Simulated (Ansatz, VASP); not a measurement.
# CdWO4: VASP beside Ansatz, part 2 of 2

Wanted: the spread between two codes on one cell, functional and k mesh. The structure shown is the start of the Ansatz relaxation below; VASP solves that cell, so the two are compared at the walk's first step.

VASP 6.6.1 and Ansatz 0.2.0.

So far: The starting structure; Ansatz: relaxation, LDA.

## 3. VASP: single point, LDA, start cell, pair 1

Level of this step: LDA, no spin polarisation; plane waves and PAW (Cd, W, O) (VASP).

The same cell, functional (in two slightly different forms), mesh and smearing now go to VASP, with its own data sets.

Lines of VASP's logs that name or quote its potential files are left out, and so is its time.

File INCAR:

```
SYSTEM = CdWO4
PREC = Accurate
ENCUT = 520
EDIFF = 1E-06
NELM = 120
ISMEAR = -1
SIGMA = 0.02
LREAL = .FALSE.
ALGO = Normal
GGA = CA
NBANDS = 54
LASPH = .TRUE.
LORBIT = 11
LWAVE = .FALSE.
LCHARG = .FALSE.
ISIF = 2
GGA_COMPAT = .FALSE.
EFERMI = MIDGAP
KPAR = 2
```

File POSCAR:

```
CdWO4
1.0
    5.0400000000      0.0000000000      0.0000000000
    0.0000000000      5.8701000000      0.0000000000
   -0.1309570000      0.0000000000      5.0824130000
Cd W O
2 2 8
Direct
    0.5000000483      0.6972899951      0.2499999508
    0.4999999517      0.3027100049      0.7500000492
    0.0000000483      0.1785499395      0.2499999508
    0.9999999517      0.8214500605      0.7500000492
    0.2017999057      0.0955000767      0.9503999380
    0.7981999925      0.0955000767      0.5495999636
    0.7982000943      0.9044999233      0.0496000620
    0.2018000075      0.9044999233      0.4504000364
    0.2419998776      0.3702999949      0.3838999310
    0.7580000206      0.3702999949      0.1160999706
    0.7579999240      0.6297000051      0.6161000690
    0.2419999794      0.6297000051      0.8839000294
```

File KPOINTS:

```
Automatic mesh
0
Gamma
6 4 6
0 0 0
```

The projector-augmented-wave data sets are Cd, W and O (LDA family, release 64).

Run with:

```bash
$ mpirun -np 2 vasp_std
```

Numbers of over 12 decimals in the logs are rounded to 6 here.

What it wrote:

```text
[banner, memory and clock lines left out]
running    2 mpi-ranks, on    1 nodes
 distrk:  each k-point on    1 cores,    2 groups
 distr:  one band on    1 cores,    1 groups

 POSCAR found type information on POSCAR CdW O
 POSCAR found :  3 types and      12 ions
 LDA part: xc-table for (Slater(with rela. corr.)+CA(PZ))
 , standard interpolation
 POSCAR, INCAR and KPOINTS ok, starting setup
 FFT: planning ... GRIDC
 FFT: planning ... GRID_SOFT
 FFT: planning ... GRID
 WAVECAR not read
 entering main loop
       N       E                     dE             d eps       ncg     rms          rms(c)
DAV:   1     0.634751155462E+03    0.63475E+03   -0.45195E+04  6480   0.152E+03
DAV:   2    -0.647762966539E+02   -0.69953E+03   -0.66855E+03  7328   0.396E+02
DAV:   3    -0.119075524557E+03   -0.54299E+02   -0.53761E+02  7416   0.116E+02
DAV:   4    -0.119918886382E+03   -0.84336E+00   -0.84113E+00  7644   0.153E+01
DAV:   5    -0.119930168089E+03   -0.11282E-01   -0.11277E-01  7498   0.162E+00    0.761E+01
DAV:   6    -0.101211842991E+03    0.18718E+02   -0.96255E+01  8606   0.639E+01    0.219E+01
DAV:   7    -0.100052249218E+03    0.11596E+01   -0.14321E+01  7776   0.229E+01    0.255E+01
DAV:   8    -0.993680832999E+02    0.68417E+00   -0.12226E+00  7880   0.854E+00    0.151E+00
DAV:   9    -0.993625117372E+02    0.55716E-02   -0.20536E-01  7348   0.278E+00    0.613E-01
DAV:  10    -0.993644526665E+02   -0.19409E-02   -0.37457E-02  7598   0.105E+00    0.359E-01
DAV:  11    -0.993637745460E+02    0.67812E-03   -0.28098E-03  8404   0.385E-01    0.241E-01
DAV:  12    -0.993638425216E+02   -0.67976E-04   -0.91034E-04  7334   0.210E-01    0.430E-02
DAV:  13    -0.993638389165E+02    0.36051E-05   -0.74784E-05  7792   0.765E-02    0.221E-02
DAV:  14    -0.993638383418E+02    0.57477E-06   -0.10884E-05  8114   0.334E-02    0.125E-02
DAV:  15    -0.993638378013E+02    0.54046E-06   -0.41619E-06  6656   0.149E-02
   1 F= -.99363838E+02 E0= -.99363838E+02  d E =0.000000E+00
```

Parts of OUTCAR (step 3):

```text
ion  position               nearest neighbor table
   1  0.500  0.697  0.250-   7 2.20   8 2.20  12 2.28  11 2.28  10 2.43   9 2.43   2 3.44   2 3.44
                             4 3.61   4 3.61
   2  0.500  0.303  0.750-   5 2.20   6 2.20  10 2.28   9 2.28  12 2.43  11 2.43   1 3.44   1 3.44
                             3 3.61   3 3.61
   3  0.000  0.179  0.250-   9 1.78  10 1.78   5 1.92   6 1.92   7 2.15   8 2.15   4 3.29   4 3.29
                             2 3.61   2 3.61
   4  1.000  0.821  0.750-  11 1.78  12 1.78   7 1.92   8 1.92   5 2.15   6 2.15   3 3.29   3 3.29
                             1 3.61   1 3.61
   5  0.202  0.096  0.950-   3 1.92   4 2.15   2 2.20
   6  0.798  0.096  0.550-   3 1.92   4 2.15   2 2.20
   7  0.798  0.904  0.050-   4 1.92   3 2.15   1 2.20
   8  0.202  0.904  0.450-   4 1.92   3 2.15   1 2.20
   9  0.242  0.370  0.384-   3 1.78   2 2.28   1 2.43
  10  0.758  0.370  0.116-   3 1.78   2 2.28   1 2.43
  11  0.758  0.630  0.616-   4 1.78   1 2.28   2 2.43
  12  0.242  0.630  0.884-   4 1.78   1 2.28   2 2.43

  LATTYP: Found a simple monoclinic cell.
 ALAT       =     5.0400000000
 B/A-ratio  =     1.1647023810
 C/A-ratio  =     1.0087499771
 COS(beta)  =    -0.0257581485

 Subroutine GETGRP returns: Found  4 space group operations
 (whereof  2 operations were pure point group operations)

The static configuration has the point symmetry S_2 .
 The point group associated with its full space group is C_2h.

 Found     60 irreducible k-points:

   k-points           NKPTS =     60   k-points in BZ     NKDIM =     60   number of bands    NBANDS=     54

   dimension x,y,z NGX =    40 NGY =   48 NGZ =   40
   dimension x,y,z NGXF=    80 NGYF=   96 NGZF=   80

   ENCUT  =  520.0 eV  38.22 Ry    6.18 a.u.   9.37 10.91  9.45*2*pi/ulx,y,z

   NELECT =      84.0000    total number of electrons

 k-points in reciprocal lattice and weights: Automatic mesh
   0.00000000  0.00000000  0.00000000       0.007
   0.16666667  0.00000000  0.00000000       0.014
   0.33333333  0.00000000  0.00000000       0.014
   0.50000000  0.00000000  0.00000000       0.007
   0.00000000  0.25000000  0.00000000       0.014
   0.16666667  0.25000000  0.00000000       0.028
   0.33333333  0.25000000  0.00000000       0.028
   0.50000000  0.25000000  0.00000000       0.014
   0.00000000  0.50000000  0.00000000       0.007
[...]
0.33333333  0.50000000  0.50000000       0.014
   0.50000000  0.50000000  0.50000000       0.007

 average (electrostatic) potential at core
       1 -38.4437       2 -38.4437       3 -45.0757       4 -45.0757       5 -73.4704
       6 -73.4704       7 -73.4704       8 -73.4704       9 -73.7946      10 -73.7946
      11 -73.7946      12 -73.7946

 E-fermi :   2.6095

 k-point     1 :       0.0000    0.0000    0.0000
  band No.  band energies     occupation
    ...
     38       0.3119      2.00000
     39       0.5289      2.00000
     40       0.6504      2.00000
     41       0.8546      2.00000
     42       0.9018      2.00000
     43       4.4669      0.00000
     44       4.8925      0.00000
     45       4.9256      0.00000
     46       5.0625      0.00000
     47       5.1569      0.00000
    ...

 k-point     2 :       0.1667    0.0000    0.0000
  band No.  band energies     occupation
    ...
     38       0.3754      2.00000
     39       0.4496      2.00000
     40       0.6589      2.00000
     41       0.7619      2.00000
     42       0.8806      2.00000
     43       4.5500      0.00000
     44       4.8840      0.00000
     45       4.9364      0.00000
     46       4.9370      0.00000
     47       5.5861      0.00000
    ...

 k-point     3 :       0.3333    0.0000    0.0000
  band No.  band energies     occupation
    ...
     38       0.2524      2.00000
     39       0.5775      2.00000
     40       0.7119      2.00000
     41       0.9071      2.00000
     42       0.9426      2.00000
     43       4.7391      0.00000
     44       4.7497      0.00000
     45       4.9045      0.00000
     46       5.0523      0.00000
     47       5.7912      0.00000
    ...

  Total       -3.5282925     -3.2208203     -4.2809872      0.0000000      0.0000000      0.4598093
  in kB      -37.5949211    -34.3187200    -45.6150883      0.0000000      0.0000000      4.8993933
  external PRESSURE =     -39.1762432 kB  Pullay stress =       0.0000000 kB

  energy-cutoff  :      520.00
  volume of cell :      150.36
      direct lattice vectors                 reciprocal lattice vectors
     5.040000000  0.000000000  0.000000000     0.198412698  0.000000000  0.005112440
     0.000000000  5.870100000  0.000000000     0.000000000  0.170354849  0.000000000
    -0.130957000  0.000000000  5.082413000     0.000000000  0.000000000  0.196756934

 POSITION                                       TOTAL-FORCE (eV/Angst)
 -----------------------------------------------------------------------------------
      2.48726      4.09316      1.27060         0.000000     -0.141106      0.000000
      2.42178      1.77694      3.81181         0.000000      0.141106      0.000000
     -0.03274      1.04811      1.27060         0.000000     -0.551345      0.000000
      4.94178      4.82199      3.81181         0.000000      0.551345      0.000000
      0.89261      0.56060      4.83033        -0.090707     -0.039725     -0.103210
      3.95095      0.56060      2.79329         0.090707     -0.039725      0.103210
      4.01643      5.30950      0.25209         0.090707      0.039725      0.103210
      0.95809      5.30950      2.28912        -0.090707      0.039725     -0.103210
      1.16940      2.17370      1.95114         0.309444      0.223788      0.190742
      3.80512      2.17370      0.59007        -0.309444      0.223788     -0.190742
      3.73964      3.69640      3.13127        -0.309444     -0.223788     -0.190742
      1.10393      3.69640      4.49235         0.309444     -0.223788      0.190742
 -----------------------------------------------------------------------------------
    total drift:                               -0.000080     -0.001652      0.002395

  FREE ENERGIE OF THE ION-ELECTRON SYSTEM (eV)
  ---------------------------------------------------
  free  energy   TOTEN  =       -99.3638378013 eV

  energy  without entropy=      -99.3638378013  energy(sigma->0) =      -99.36383780

 total charge
# of ion       s       p       d       tot
------------------------------------------
    1        0.300   0.251   9.645  10.197
    2        0.300   0.251   9.645  10.197
    3        0.740   1.067   4.262   6.070
    4        0.740   1.067   4.262   6.070
    5        1.553   3.468   0.000   5.021
    6        1.553   3.468   0.000   5.021
    7        1.553   3.468   0.000   5.021
    8        1.553   3.468   0.000   5.021
    9        1.565   3.430   0.000   4.996
   10        1.565   3.430   0.000   4.996
   11        1.565   3.430   0.000   4.996
   12        1.565   3.430   0.000   4.996
--------------------------------------------------
tot         14.555  30.231  27.815  72.602

[... 3 further parts left out ...]
```

The run ends at a pressure of -3.92 GPa, with forces up to 0.55 eV/Å.

## 4. Side by side

Known differences besides the potentials themselves: the two LDA forms differ slightly; the data sets hold 116 valence electrons in Ansatz (on its default PAW (the set named soft_2) files) and 84 in VASP; the cutoff is 550 eV in Ansatz and 520 eV in VASP; VASP's log shows a relativistic correction to its local exchange, Ansatz's none. Total energies have different zeros and are not compared.

Forces on 7 of the 12 atoms, those with the largest forces and the largest differences (eV/Å; atoms numbered as in POSCAR):

```
atom          Ansatz x, y, z            VASP x, y, z
  W3    0.000, -0.363, 0.000    0.000, -0.551, 0.000
  W4     0.000, 0.363, 0.000     0.000, 0.551, 0.000
  O6    0.166, 0.025, -0.011    0.091, -0.040, 0.103
  O9     0.170, 0.054, 0.128     0.309, 0.224, 0.191
 O10   -0.170, 0.054, -0.128   -0.309, 0.224, -0.191
 O11  -0.170, -0.054, -0.128  -0.309, -0.224, -0.191
 O12    0.170, -0.054, 0.128    0.309, -0.224, 0.191
```

The forces differ by 102 meV/Å r.m.s., which is 50.5 % of the r.m.s. force of 0.201 eV/Å (both taken over all components).

## 5. What the set-up changes

Further runs change the set-up of one program: Ansatz's method, potentials or start, or VASP's data sets, cutoff or form of LDA. The table gives that difference for each run.

```
                                         run  r.m.s. force difference (meV/Å)
                                    as above                              102
VASP with the data sets Cd_sv_GW, W_sv and O                              203
                VASP with a cutoff of 600 eV (perhaps on Ansatz's relaxed cell)                               98
```

## 6. Ansatz: relaxation, LDA

The two programs are compared at the cell with which this relaxation starts, whose forces are those of its first step.

The structure compared here is the start of the Ansatz relaxation; VASP solves that cell, so the two are compared at the walk's first step.

File input.yaml:

```yaml
crystal:
  lattice:
    - [5.04, 0.0, 0.0]
    - [0.0, 5.8701, 0.0]
    - [-0.1309573182, 0.0, 5.0824131071]
  atoms:
    - { symbol: Cd, position: [0.5, 0.69729, 0.25] }
    - { symbol: Cd, position: [0.5, 0.30271, 0.75] }
    - { symbol: W, position: [0.0, 0.17855, 0.25] }
    - { symbol: W, position: [0.0, 0.82145, 0.75] }
    - { symbol: O, position: [0.2018, 0.0955, 0.9504] }
    - { symbol: O, position: [0.7982, 0.0955, 0.5496] }
    - { symbol: O, position: [0.7982, 0.9045, 0.0496] }
    - { symbol: O, position: [0.2018, 0.9045, 0.4504] }
    - { symbol: O, position: [0.242, 0.3703, 0.3839] }
    - { symbol: O, position: [0.758, 0.3703, 0.1161] }
    - { symbol: O, position: [0.758, 0.6297, 0.6161] }
    - { symbol: O, position: [0.242, 0.6297, 0.8839] }
kpoints:
  mp_grid: { grid: [6, 4, 6] }
hamiltonian:
  xc: lda
scf:
  occupations: { method: fermi_dirac, width: 0.02 }
relax:
  f_tol: 0.003
  max_steps: 90
  cell: { p_target: -5.79, stress_tol: 0.01 }
basis:
  ecutwfc: 550.0
output:
  write_density: true
  write_potential: true
  elf: true
  volumetric_format: npy
```

Run with:

```bash
$ ansatz run input.yaml --threads 3 --pin off --max-ram 92160MiB --backend cuda --events-out ev --progress --plain --runs-dir out --devices 1 --max-vram 13GiB
```

What it wrote:

```text
GPUs: using 1 of 1 available (devices: 1).
[...]
GPU FFT provider: cuFFT
GPU libraries: cuBLAS 13.8.2, cuFFT 12.4.0, cuSOLVER 12.3.4
Crystal: 12 atoms, lattice volume = 150.365 Å³
Basis set: ecut = 550 eV, 4403 PW (Γ)
Bands: 70, of which v1, the nominal top of the filled ones, is band 58 counted from 1 (57 counted from 0)
Symmetry: 4 space group operations
[...]
- { symbol: O, position: [0.198757, 0.097894, 0.944624] }
    - { symbol: O, position: [0.801243, 0.097894, 0.555376] }
    - { symbol: O, position: [0.801243, 0.902106, 0.055376] }
    - { symbol: O, position: [0.198757, 0.902106, 0.444624] }
    - { symbol: O, position: [0.244736, 0.363530, 0.384391] }
    - { symbol: O, position: [0.755264, 0.363530, 0.115609] }
    - { symbol: O, position: [0.755264, 0.636470, 0.615609] }
    - { symbol: O, position: [0.244736, 0.636470, 0.884391] }
[key lines of the parts left out:]
SCF converged after 7 iterations
Free energy (F): -40940.087193 eV
Fermi energy:    10.141173 eV
P = ⅓ Tr σ = -5.7857 GPa (-57.857 kbar)
```

## 7. VASP: single point, LDA, start cell, pair 2

The same cell, functional (in two slightly different forms), mesh and smearing now go to VASP, with its own data sets.

INCAR is that of step 3.

POSCAR is that of step 3.

KPOINTS is that of step 3.

Run with:

```bash
$ mpirun -np 2 vasp_std
```

What it wrote:

```text
[... set-up lines as in an earlier step ...]
 entering main loop
       N       E                     dE             d eps       ncg     rms          rms(c)
[... 15 cycles as in an earlier step ...]
   1 F= -.99363838E+02 E0= -.99363838E+02  d E =0.000000E+00
```

OUTCAR, selected parts (step 7):

```text
[... 6 parts as in an earlier step ...]

[... 1 further part left out ...]
[key lines of the parts left out:]
E-fermi :   2.6095
```

The run ends at a pressure of -3.92 GPa, with forces up to 0.55 eV/Å.

## 8. Differences

What differs besides the data sets and the points named for the pairs above, as far as they apply: the data sets hold 116 valence electrons in Ansatz (on its default PAW (the set named soft_2) files) and 84 in VASP. Total energies have different zeros and are not compared.

Forces on 7 of the 12 atoms, those with the largest forces and the largest differences (eV/Å; atoms numbered as in POSCAR):

(Unchanged from step 4.)

The forces differ by 102 meV/Å r.m.s., which is 50.5 % of the r.m.s. force of 0.201 eV/Å (both taken over all components).

## 9. Further runs

Further runs change the set-up of one program: Ansatz's method, potentials or start, or VASP's data sets, cutoff or form of LDA. The table gives that difference for each run.

```
                         run  r.m.s. force difference (meV/Å)
                    as above                              102
VASP with a cutoff of 600 eV (perhaps on Ansatz's relaxed cell)                               98
```

## 10. Outcome

* r.m.s. force difference (single point, LDA, start cell, pair 1): 51 % of the r.m.s. force
* r.m.s. force difference (single point, LDA, start cell, pair 2): 51 % of the r.m.s. force

**Reading.** The r.m.s. force difference is 51 % of the r.m.s. force (single point, LDA, start cell, pair 1), beyond the 3 % picked in this series as the mark of a large difference. The data sets hold unlike numbers of valence electrons (116 in Ansatz and 84 in VASP), so part of the differences comes from the potentials. Single point, LDA, start cell, pair 1, VASP with the data sets Cd_sv_GW, W_sv and O: r.m.s. force difference goes from 102 to 203 meV/Å. How closely two codes agree says nothing of how well the functional describes the real material.

[Lines on the potential files, build, host, timing and source positions are cut from VASP's logs without a mark.]

[Logs are printed without paths, hosts, clocks, repeated set-up lines and the standing remarks that a program may print on its own settings, such as how far it seeks lower states.]

[Hosts, paths, dates, database ids (printed as entryN), source tags and the programs' standing remarks are cut or masked in the printed files.]

[Rows of further runs with another cutoff or data set may stand on the cell that Ansatz relaxed, not on the start cell of the pair above them.]
